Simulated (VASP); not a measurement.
An input for Quantum ESPRESSO's pw.x (written as the equivalent of a VASP run, and not itself run):

```
&CONTROL
  calculation = 'vc-relax'
  pseudo_dir = './pseudo'
  outdir = './out'
  tprnfor = .true.
  tstress = .true.
  nstep = 30
  forc_conv_thr = 0.00039
/
&SYSTEM
  ibrav = 0
  nat = 6
  ntyp = 2
  ecutwfc = 80
  occupations = 'smearing'
  smearing = 'gaussian'
  degauss = 0.003675
  input_dft = 'pbe'
  vdw_corr = 'grimme-d3'
  dftd3_version = 3
  dftd3_threebody = .false.
/
&ELECTRONS
  conv_thr = 7.3e-09
  electron_maxstep = 100
/
&IONS
/
&CELL
  cell_dofree = 'shape'
/
ATOMIC_SPECIES
  Mo 95.950 Mo.upf
  S 32.060 S.upf
CELL_PARAMETERS angstrom
     1.5482778   -2.6816956    0.0000000
     1.5482778    2.6816956    0.0000000
     0.0000000    0.0000000   12.0645585
ATOMIC_POSITIONS crystal
  Mo   0.3333330  0.6666670  0.2500000
  Mo   0.6666670  0.3333330  0.7500000
  S    0.3333330  0.6666670  0.8769592
  S    0.6666670  0.3333330  0.3769592
  S    0.6666670  0.3333330  0.1230408
  S    0.3333330  0.6666670  0.6230408
K_POINTS automatic
  8 8 2 0 0 0
```

Problem. Translate this input to VASP (INCAR, KPOINTS, POSCAR, choice of POTCAR).

Solution. One answer among several that fit: 
### KPOINTS
```
Regular mesh
0
G
 8 8 2
```

POSCAR:
```
MoS2
1
    1.5482778390    -2.6816956109     0.0000000000
    1.5482778390     2.6816956109     0.0000000000
    0.0000000000     0.0000000000    12.0645585292
Mo S
2 4
Direct
  0.3333330000   0.6666670000   0.2500000000
  0.6666670000   0.3333330000   0.7500000000
  0.3333330000   0.6666670000   0.8769591542
  0.6666670000   0.3333330000   0.3769591542
  0.6666670000   0.3333330000   0.1230408458
  0.3333330000   0.6666670000   0.6230408458
```

**INCAR**
```
SYSTEM  =  MoS2
PREC  =  Accurate; ENCUT  =  520; LREAL  =  .FALSE.
LASPH  =  .TRUE.
EDIFF  =  1E-7; NELM  =  100; ALGO  =  Normal
LMAXMIX  =  4
ISMEAR  =  0; SIGMA  =  0.05
GGA  =  PE; IVDW  =  11
IBRION  =  2; NSW  =  30; ISIF  =  4
EDIFFG  =  -0.01
LWAVE  =  .FALSE.; LCHARG  =  .FALSE.
```

POTCAR, in this order: Mo_sv S (PBE.64 set). Program: vasp_std.

Limits of the translation: the potentials are each code's own (VASP's PAW set, PseudoDojo norm-conserving files in pw.x), so ENCUT and ecutwfc are chosen apart and not converted; conv_thr bounds pw.x's estimated SCF error, while EDIFF bounds the energy change between steps; forc_conv_thr acts on force components and is met together with etot_conv_thr.

The compound is MoS2 in the 2H layered structure. This cell is one point of a volume scan, at 0.94 of the reference volume. Symmetry was kept, so distortions that lower it aren't found.
